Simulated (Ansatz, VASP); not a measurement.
**Au (Gold) in two plane-wave programs**

One calculation is typed for both programs; each brings its own data sets and cutoff. How far apart do they land?

Method: plane waves, with VASP 6.6.1 beside it; single point at PBEsol, in Ansatz 0.2.0.

The database entry behind the starting cell differs from later determinations by our own check (about 0.15 % short), so it need not match the best structure at ambient conditions.

**1. Starting point**

It takes space group Fm-3m (No. 225, cubic). The conventional cell has a = 4.072 Å, b = 4.072 Å, c = 4.072 Å, α = 90.00°, β = 90.00°, γ = 90.00°. Au has 12 Au at 2.88 Å nearest.

Structure file:

```xyz
1
Lattice="0.0000 2.0360 2.0360 2.0360 0.0000 2.0360 2.0360 2.0360 0.0000" Properties=species:S:1:pos:R:3 pbc="T T T"
Au    0.0000    0.0000    0.0000
```

**2. VASP: single point, PBEsol**

With cell and atoms fixed, the geometry can't cause a difference; cores, projectors, grids and the points listed under the comparison can.

Lines of VASP's logs that name or quote its potential files are left out, and so is its time.

Contents of INCAR:

```
SYSTEM = Au
PREC = Accurate
ENCUT = 400
EDIFF = 1E-06
NELM = 100
ISMEAR = -1
SIGMA = 0.05
LREAL = .FALSE.
ALGO = Normal
GGA = PS
NBANDS = 11
LASPH = .TRUE.
LORBIT = 11
LWAVE = .FALSE.
LCHARG = .FALSE.
KPAR = 2
ISIF = 2
```

Contents of POSCAR:

```
Au
1.0
    0.0000000000      2.0360000000      2.0360000000
    2.0360000000      0.0000000000      2.0360000000
    2.0360000000      2.0360000000      0.0000000000
Au
1
Direct
    0.0000000000      0.0000000000      0.0000000000
```

Contents of KPOINTS:

```
Automatic mesh
0
Gamma
9 9 9
0 0 0
```

Potentials, in the order of the species: Au (PBE family, release 64).

The run is started by

```console
$ mpirun -np 2 vasp_std
```

Numbers of over 12 decimals in the logs are rounded to 6 here.

Output:

```text
[banner, memory and clock lines left out]
running    2 mpi-ranks, on    1 nodes
 distrk:  each k-point on    1 cores,    2 groups
 distr:  one band on    1 cores,    1 groups

 POSCAR found type information on POSCAR Au
 POSCAR found :  1 types and       1 ions
|                                                                             |
|               ----> ADVICE to this user running VASP <----                  |
|                                                                             |
|     You enforced a specific xc type in the INCAR file but a different       |
|     [... a line on the potential file left out ...]
|     I HOPE YOU KNOW WHAT YOU ARE DOING!                                     |
|                                                                             |

 LDA part: xc-table for (Slater+PW92), standard interpolation
 POSCAR, INCAR and KPOINTS ok, starting setup
 FFT: planning ... GRIDC
 FFT: planning ... GRID_SOFT
 FFT: planning ... GRID
 WAVECAR not read
 entering main loop
       N       E                     dE             d eps       ncg     rms          rms(c)
DAV:   1     0.346102535393E+02    0.34610E+02   -0.48677E+03   890   0.704E+02
DAV:   2    -0.388441760713E+01   -0.38495E+02   -0.36033E+02   857   0.162E+02
DAV:   3    -0.428343114466E+01   -0.39901E+00   -0.39887E+00   875   0.160E+01
DAV:   4    -0.428468563711E+01   -0.12545E-02   -0.12545E-02   860   0.107E+00
DAV:   5    -0.428469437394E+01   -0.87368E-05   -0.87365E-05   866   0.835E-02    0.981E+00
DAV:   6    -0.397375035314E+01    0.31094E+00   -0.89595E-01   803   0.798E+00    0.607E+00
DAV:   7    -0.395116568656E+01    0.22585E-01   -0.73970E-02   875   0.227E+00    0.289E+00
DAV:   8    -0.394815190452E+01    0.30138E-02   -0.13189E-03   821   0.353E-01    0.258E-01
DAV:   9    -0.394814515500E+01    0.67495E-05   -0.20446E-05   863   0.364E-02    0.120E-02
DAV:  10    -0.394814776364E+01   -0.26086E-05   -0.13296E-06   854   0.993E-03    0.867E-04
DAV:  11    -0.394814782449E+01   -0.60845E-07   -0.44393E-08   448   0.177E-03
   1 F= -.39481478E+01 E0= -.39478965E+01  d E =-.502584E-03
```

From OUTCAR (step 2):

```text
ion  position               nearest neighbor table
   1  0.000  0.000  0.000-

  LATTYP: Found a face centered cubic cell.
 ALAT       =     4.0720000000

 Subroutine GETGRP returns: Found 48 space group operations
 (whereof 48 operations were pure point group operations)

The static configuration has the point symmetry O_h .

 Found     35 irreducible k-points:

   k-points           NKPTS =     35   k-points in BZ     NKDIM =     35   number of bands    NBANDS=     11

   dimension x,y,z NGX =    20 NGY =   20 NGZ =   20
   dimension x,y,z NGXF=    40 NGYF=   40 NGZF=   40

   ENCUT  =  400.0 eV  29.40 Ry    5.42 a.u.   4.70  4.70  4.70*2*pi/ulx,y,z

   NELECT =      11.0000    total number of electrons

 k-points in reciprocal lattice and weights: Automatic mesh
   0.00000000  0.00000000  0.00000000       0.001
   0.11111111  0.00000000  0.00000000       0.011
   0.22222222  0.00000000  0.00000000       0.011
   0.33333333  0.00000000  0.00000000       0.011
   0.44444444  0.00000000  0.00000000       0.011
   0.11111111  0.11111111  0.00000000       0.008
   0.22222222  0.11111111  0.00000000       0.033
   0.33333333  0.11111111  0.00000000       0.033
   0.44444444  0.11111111  0.00000000       0.033
[...]
-0.33333333  0.44444444  0.11111111       0.033
  -0.33333333  0.44444444  0.22222222       0.033

 average (electrostatic) potential at core
       1 -63.9449

 E-fermi :   9.3900

 k-point     1 :       0.0000    0.0000    0.0000
  band No.  band energies     occupation
    ...
      2       4.7136      2.00000
      3       4.7136      2.00000
      4       4.7136      2.00000
      5       6.2684      2.00000
      6       6.2684      2.00000
      7      23.9276      0.00000
      8      27.9740      0.00000
      9      27.9740      0.00000
     10      27.9740      0.00000
     11      32.8711      0.00000

 k-point     2 :       0.1111    0.0000    0.0000
  band No.  band energies     occupation
    ...
      2       4.5829      2.00000
      3       4.8516      2.00000
      4       4.8516      2.00000
      5       6.2142      2.00000
      6       6.2142      2.00000
      7      24.3661      0.00000
      8      25.7747      0.00000
      9      28.4808      0.00000
     10      28.4808      0.00000
     11      33.3127      0.00000

 k-point     3 :       0.2222    0.0000    0.0000
  band No.  band energies     occupation
    ...
      2       4.4787      2.00000
      3       5.0115      2.00000
      4       5.0115      2.00000
      5       6.3243      2.00000
      6       6.3243      2.00000
      7      21.7028      0.00000
      8      25.1298      0.00000
      9      29.4618      0.00000
     10      29.4618      0.00000
     11      31.1726      0.00000

  Total        0.1176513      0.1176513      0.1176513     -0.0000000     -0.0000000      0.0000000
  in kB       11.1671889     11.1671889     11.1671889     -0.0000000     -0.0000000      0.0000000
  external PRESSURE =      11.1671889 kB  Pullay stress =       0.0000000 kB

  energy-cutoff  :      400.00
  volume of cell :       16.88
      direct lattice vectors                 reciprocal lattice vectors
     0.000000000  2.036000000  2.036000000    -0.245579568  0.245579568  0.245579568
     2.036000000  0.000000000  2.036000000     0.245579568 -0.245579568  0.245579568
     2.036000000  2.036000000  0.000000000     0.245579568  0.245579568 -0.245579568

 POSITION                                       TOTAL-FORCE (eV/Angst)
 -----------------------------------------------------------------------------------
      0.00000      0.00000      0.00000         0.000000      0.000000      0.000000
 -----------------------------------------------------------------------------------
    total drift:                               -0.000000     -0.000000     -0.000000

  FREE ENERGIE OF THE ION-ELECTRON SYSTEM (eV)
  ---------------------------------------------------
  free  energy   TOTEN  =        -3.9481478245 eV

  energy  without entropy=       -3.9476452402  energy(sigma->0) =       -3.94789653

 total charge
# of ion       s       p       d       tot
------------------------------------------
    1        0.539   0.365   8.753   9.657

[... 3 further parts left out ...]
```

The run ends at a pressure of 1.12 GPa.

**3. Ansatz: single point, PBEsol**

Ansatz runs on its default PAW (the set named soft_2) files.

The same cell, functional, mesh and smearing now go to Ansatz, which takes its cutoff from its data sets.

Contents of input.yaml:

```yaml
crystal:
  lattice:
    - [0.0, 2.036, 2.036]
    - [2.036, 0.0, 2.036]
    - [2.036, 2.036, 0.0]
  atoms:
    - { symbol: Au, position: [0.0, 0.0, 0.0] }
hamiltonian:
  xc: pbesol
  pseudopotentials: { kind: paw }
kpoints:
  mp_grid: { grid: [9, 9, 9] }
scf:
  occupations: { method: fermi_dirac, width: 0.05 }
  n_extra_bands: 4
output:
  forces: true
  stress: true
  eigenvalues: true
```

The run is started by

```console
$ ansatz run input.yaml --threads 2 --pin off --max-ram 4608MiB --backend cpu --events-out ev --progress --plain --runs-dir out
```

Output:

```text
scf.n_extra_bands = 4 over 10 filled bands (N_el = 19.0): the run solves 14 bands
Engine: ansatz 0.2.0, aarch64-unknown-linux-gnu
Pseudopotentials: kind: paw
Pseudopotential: Au, paw, valence charge 19, recommended cutoff 420 eV (normal), Au.paw.azcp
Functional definition: PBEsol
  exchange = pbesol_x
  correlation = pbesol_c
Crystal: 1 atoms, lattice volume = 16.880 Å³
Basis set: ecut = 420 eV, 331 PW (Γ), exchange–correlation on 40×40×40 points (8 copies of the dense FFT grid, shifted against one another)
Bands: 14, of which v1, the nominal top of the filled ones, is band 10 counted from 1 (9 counted from 0)
Symmetry: 48 space group operations
Space group: Fm-3m (ITA 225), of the structure as read, at distance tolerance 2.6e-5 Å
k-points: 35 of 729
Non-local potential: Au, projectors of the file, l = 0: 3, l = 1: 2, l = 2: 2, l = 3: 1
PAW form: soft (Blöchl's): semilocal exchange-correlation on the pseudo side does not see the compensation charge
PAW frozen core: Au, regenerated for the run's functional, and the local potential with it (the file was generated under x = pbe(κ = 0.804, μ = 0.219515), c = pbe(β = 0.066725))
PAW one-centre angular grid: Au, 590 points (default); XC on 64 Gauss nodes
Initial density: superposition of atomic densities (neutral atoms: chi_scale 0, normalization atom), corrected by the library's trained network
Initial wavefunctions: pseudopotential atomic-orbital guess
Functional: x = pbesol(κ = 0.804, μ = 0.123457), c = pbesol(β = 0.046)
SCF iter   1: F=—  HF=-13007.124995 eV  |F-HF|=—  |Δ(HF+E_count)|=         —  Δρ=5.98e-3  dr2=5.36e-3  ethr=1.77e-3  ⟨swp⟩=4.6  Hψ=2486  notcnv=0
preconditioner: auto → none  [insulator: Δε(μ)=0.358 eV  Ē_g=16.061 eV  σ=0.050 eV  W_gap=0.74  n_scr=8 (ndim 8)  ℏωp=30.0 eV  f_vac=0.000  D(μ)=0.07/eV (n_scr^D=0)  ε∞_Penn≈4.5]
SCF iter   2: F=—  HF=-13007.123642 eV  |F-HF|=—  |Δ(HF+E_count)|=   1.35e-3  Δρ=2.02e-3  dr2=3.39e-4  ethr=2.82e-5  ⟨swp⟩=2.4  Hψ=1047  notcnv=0  defer=7
SCF iter   3: F=—  HF=-13007.123548 eV  |F-HF|=—  |Δ(HF+E_count)|=   9.41e-5  Δρ=8.61e-4  dr2=3.12e-5  ethr=1.78e-6  ⟨swp⟩=2.3  Hψ=727  notcnv=0  defer=7
SCF iter   4: F=—  HF=-13007.123540 eV  |F-HF|=—  |Δ(HF+E_count)|=   7.95e-6  Δρ=7.29e-5  dr2=1.91e-7  ethr=1.64e-7  ⟨swp⟩=2.5  Hψ=613  notcnv=0  defer=7
iter 5 did not close the SCF: its close was put off for the readings that it lacked (scf_convergence_deferred on its scf_iter line)
SCF iter   5: F=-13007.123540 eV  HF=-13007.123540 eV  |F-HF|=9.84e-10  |Δ(HF+E_count)|=   2.34e-7  Δρ=6.50e-6  dr2=1.38e-9  ethr=1.00e-9  ⟨swp⟩=2.5  Hψ=654  notcnv=0  defer=7
SCF iter   6: F=-13007.123540 eV  HF=-13007.123540 eV  |F-HF|=1.82e-12  |Δ(HF+E_count)|=   1.26e-9  Δρ=5.89e-7  dr2=9.45e-12  ethr=7.26e-12  ⟨swp⟩=2.1  Hψ=1544  notcnv=0
SCF 1 converged in 6 iterations: F = -13007.123540 eV  dr2 = 9.45e-12
  greatest PAW one-centre occupation: 1.001 electrons in one spin orbital (limit 2), on the Au atom at site 0 (counted from 0), in its partial waves of l = 0
SCF converged after 6 iterations
Free energy (F): -13007.123540 eV
Harris-Foulkes:  -13007.123540 eV  (|F-HF|=1.82e-12)
Internal energy: -13007.123029 eV  (E = F + TS)
E sigma→0 (E₀):  -13007.123284 eV
Entropy (-TS):   -0.000512 eV (-0.512 meV/atom)
Fermi energy:    20.657929 eV
--- Per-component energies (eV) ---
  E_band       = -205.964092
  E_kinetic    = 604.890111
  E_local      = -1691.916654  (includes V_loc(G=0)·N_el)
  E_nonlocal   = 77.623902
  E_hartree    = 720.909207
  E_xc         = -226.725707
  E_vxc        = -274.800650  (∫ρ·V_xc dr)
  E_paw        = -9565.721664  (= ΣΔE_a)
  E_vpaw       = -363.580653  (= ΣTr[D̂ρ^β])
  E_aug_tail   = 0.001448  (compensation charges beyond the density's cutoff)
  E_ewald      = -2926.493151
  E_core_change = 0.309479  (= ΣΔE_core)
  E_smearing   = -0.000512  (= −TS)
  E_closure    = -0.000000  (closes the sum)
  Σ components = -13007.123540   (vs F -13007.123540, Δ=0.00e0)
--- Forces (eV/Å), atoms counted from 1 ---
  atom   1  Au     0.00000000     0.00000000    -0.00000000
  max |Σ_I F_I| component: 3.08e-32 eV/Å
--- Stress (GPa, compression-positive) ---
        1.382344       0.000000       0.000000
       -0.000000       1.382344       0.000000
       -0.000000       0.000000       1.382344
  P = ⅓ Tr σ = 1.3823 GPa (13.823 kbar)
--- Band table (eV; the first three rows and the last of 35) ---
  k-point 0: bands = [... 6 lower, 15.9886, 15.9886, 17.5492, 17.5492, 35.1194, 39.1674, 39.1674, 39.1674]
  k-point 1: bands = [... 6 lower, 16.1271, 16.1271, 17.4948, 17.4948, 35.5598, 36.9957, 39.6753, 39.6753]
  k-point 2: bands = [... 6 lower, 16.2875, 16.2875, 17.6054, 17.6054, 32.9677, 36.3193, 40.6806, 40.6806]
  k-point 34: bands = [... 6 lower, 15.7252, 17.4939, 18.9581, 24.2656, 27.1363, 27.9576, 30.8717, 42.5090]
```

Elapsed: 1 s, on 2 threads of Arm Neoverse V1, shared host; peak memory 0.25 GiB.

The run ends at a pressure of 1.38 GPa.

**4. Differences**

Known differences besides the potentials themselves: the data sets hold 19 valence electrons in Ansatz (default PAW (the set named soft_2) files) and 11 in VASP; the cutoff is 420 eV in Ansatz and 400 eV in VASP; Ansatz makes its cores anew for this functional, VASP keeps those of its PBE data sets. Total energies have different zeros and are not compared.

Compared:

| quantity | Ansatz | VASP | difference |
| --- | --- | --- | --- |
| pressure (GPa) | 1.38 | 1.12 | +0.27 |

**5. Outcome**

- difference in pressure (single point, PBEsol): 0.27 GPa

What this shows: The difference in pressure is 0.27 GPa (single point, PBEsol), within the 1 GPa picked in this series as the mark of a large difference. Such differences can come from data sets, numerical settings and the points named under the comparisons, not from the functional's error against experiment.

[Lines on the potential files, build, host, timing and source positions are cut from VASP's logs without a mark.]

[Logs are printed without paths, hosts, clocks, repeated set-up lines and the standing remarks that a program may print on its own settings, such as how far it seeks lower states.]

[Hosts, paths, dates, database ids (printed as entryN), source tags and the programs' standing remarks are cut or masked in the printed files.]
